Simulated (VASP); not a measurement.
These are PBE GGA, VASP's PBE PAW potentials (set 64) (plane waves; VASP) values and carry that method's errors.

The input files of a VASP run:

### POSCAR
```
CuZn
1.0
  2.9500000000   0.0000000000   0.0000000000
  0.0000000000   2.9500000000   0.0000000000
  0.0000000000   0.0000000000   2.9500000000
Zn Cu
1 1
Cart
  1.4750000000   1.4750000000   1.4750000000
  0.0000000000   0.0000000000   0.0000000000
```

### KPOINTS
```
Automatic mesh
0
Gamma
 15 15 15
0 0 0
```

**INCAR**
```
SYSTEM=CuZn
PREC=Accurate; ENCUT=300; LREAL=.False.
LASPH=.True.
EDIFF=1E-6; NELM=100; ALGO=Normal
LMAXMIX=4
ISMEAR=0; SIGMA=0.272
GGA=PE
ISIF=2
LWAVE=.False.; LCHARG=.False.
```

POTCAR, in this order: Zn Cu (PBE.64 set). Program: vasp_std.

What VASP printed:

File OUTCAR:
```
 ion  position               nearest neighbor table
   1  0.500  0.500  0.500-   2 2.55   2 2.55   2 2.55   2 2.55   2 2.55   2 2.55   2 2.55   2 2.55
  LATTYP: Found a simple cubic cell.
 ALAT       =     2.9500000000
 Subroutine PRICEL returns:
 Original cell was already a primitive cell.
 Subroutine GETGRP returns: Found 48 space group operations
The static configuration has the point symmetry O_h .
The dynamic configuration has the point symmetry O_h .
 Subroutine INISYM returns: Found 48 space group operations
 Subroutine IBZKPT returns following result:
 Found    120 irreducible k-points:

 Following reciprocal coordinates:
            Coordinates               Weight
  0.000000  0.000000  0.000000      1.000000
  0.066667  0.000000  0.000000      6.000000
  0.133333  0.000000  0.000000      6.000000
  0.200000  0.000000  0.000000      6.000000
  0.266667  0.000000  0.000000      6.000000
  0.333333  0.000000  0.000000      6.000000
  0.400000  0.000000  0.000000      6.000000
  0.466667  0.000000  0.000000      6.000000
  0.066667  0.066667  0.000000     12.000000
  0.133333  0.066667  0.000000     24.000000
  0.200000  0.066667  0.000000     24.000000
  0.266667  0.066667  0.000000     24.000000
  0.333333  0.066667  0.000000     24.000000
  0.400000  0.066667  0.000000     24.000000
  0.466667  0.066667  0.000000     24.000000
  0.133333  0.133333  0.000000     12.000000
  0.200000  0.133333  0.000000     24.000000
  0.266667  0.133333  0.000000     24.000000
  0.333333  0.133333  0.000000     24.000000
  0.400000  0.133333  0.000000     24.000000
  0.466667  0.133333  0.000000     24.000000
  0.200000  0.200000  0.000000     12.000000
  0.266667  0.200000  0.000000     24.000000
  0.333333  0.200000  0.000000     24.000000
  0.400000  0.200000  0.000000     24.000000
...
```

File OSZICAR:
```
       N       E                     dE             d eps       ncg     rms          rms(c)
DAV:   1     0.875167826435E+02    0.87517E+02   -0.83954E+03  3807   0.169E+03
DAV:   2    -0.417894153910E+01   -0.91696E+02   -0.89307E+02  3649   0.275E+02
DAV:   3    -0.608535138275E+01   -0.19064E+01   -0.19022E+01  4498   0.526E+01
DAV:   4    -0.609574622589E+01   -0.10395E-01   -0.10394E-01  4160   0.336E+00
DAV:   5    -0.609588474725E+01   -0.13852E-03   -0.13852E-03  4569   0.420E-01    0.948E+00
DAV:   6    -0.595590059160E+01    0.13998E+00   -0.17104E+01  3874   0.102E+02    0.603E+00
DAV:   7    -0.502605520732E+01    0.92985E+00   -0.38036E+00  3852   0.993E+01    0.222E+00
DAV:   8    -0.502898792350E+01   -0.29327E-02   -0.19001E-01  4770   0.592E+00    0.127E+00
DAV:   9    -0.501926405262E+01    0.97239E-02   -0.22254E-02  4321   0.368E+00    0.463E-02
DAV:  10    -0.501927640497E+01   -0.12352E-04   -0.47881E-04  4998   0.336E-01    0.247E-02
DAV:  11    -0.501927827340E+01   -0.18684E-05   -0.13777E-05  5094   0.859E-02    0.120E-02
DAV:  12    -0.501927701705E+01    0.12563E-05   -0.96728E-07  2591   0.336E-02    0.213E-03
DAV:  13    -0.501927702384E+01   -0.67921E-08   -0.40360E-07  2290   0.167E-02
   1 F= -.50192770E+01 E0= -.50104309E+01  d E =-.176922E-01
```

File OUTCAR:
```
------------------------ aborting loop because EDIFF is reached ----------------------------------------
  FORCE on cell =-STRESS in cart. coord.  units (eV):
  Direction    XX          YY          ZZ          XY          YZ          ZX
  --------------------------------------------------------------------------------------
  Total        0.1352788      0.1352788      0.1352788      0.0000000     -0.0000000      0.0000000
  in kB        8.4425632      8.4425632      8.4425632      0.0000000     -0.0000000      0.0000000
  external PRESSURE =       8.4425632 kB  Pullay stress =       0.0000000 kB
  volume of cell :       25.67
      direct lattice vectors                 reciprocal lattice vectors
     2.950000000  0.000000000  0.000000000     0.338983051  0.000000000  0.000000000
     0.000000000  2.950000000  0.000000000     0.000000000  0.338983051  0.000000000
     0.000000000  0.000000000  2.950000000     0.000000000  0.000000000  0.338983051
 POSITION                                       TOTAL-FORCE (eV/Angst)
 -----------------------------------------------------------------------------------
      1.47500      1.47500      1.47500         0.000000      0.000000      0.000000
      0.00000      0.00000      0.00000         0.000000      0.000000      0.000000
 -----------------------------------------------------------------------------------
    total drift:                                0.000000     -0.000000      0.000000
  FREE ENERGIE OF THE ION-ELECTRON SYSTEM (eV)
  ---------------------------------------------------
  free  energy   TOTEN  =        -5.0192770238 eV

  energy  without entropy=       -5.0015848551  energy(sigma->0) =       -5.01043094
```
(Selected blocks of OUTCAR.)

At this cut-off the stress carries a Pulay error, which pulls relaxed volumes low.

The structure is a typed CuZn crystal (Pm-3m). The cell was not relaxed at this level. The electron count is odd and the run is not spin-polarised, which forces a metal.
